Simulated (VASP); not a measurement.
Input:

```
CELL_PARAMETERS angstrom
      2.87220     0.00000     0.00000
      0.00000     2.87220     0.00000
      0.00000     0.00000     2.87220
ATOMIC_POSITIONS crystal
  Al 0.50000 0.50000 0.50000
  Co 0.00000 0.00000 0.00000
```

These are optB88-vdW, VASP's PBE PAW potentials (set 64) (plane waves; VASP) values and carry that method's errors. Run with 520 eV cut-off, 13×13×13 Γ-centred mesh, first-order Methfessel-Paxton smearing of 0.10 eV, potentials Al Co.

**Question.** Estimate the energy per atom (σ→0), pressure, band gap (on the k-mesh) with the smallest direct gap where there is one.

**Answer.** 
The band gap (on the k-mesh) comes out as none (metal, semimetal or under 0.01 eV) and the energy per atom (σ→0) is -380.2 kJ/mol of atoms. The pressure is -5.00 GPa.

Total energies compare only between runs with the same potentials, cut-off and functional.

The compound is CoAl in the CsCl type structure. This cell is one point of a volume scan, at 1.03 of the reference volume. The run is not spin-polarised, so no magnetic state was tried.
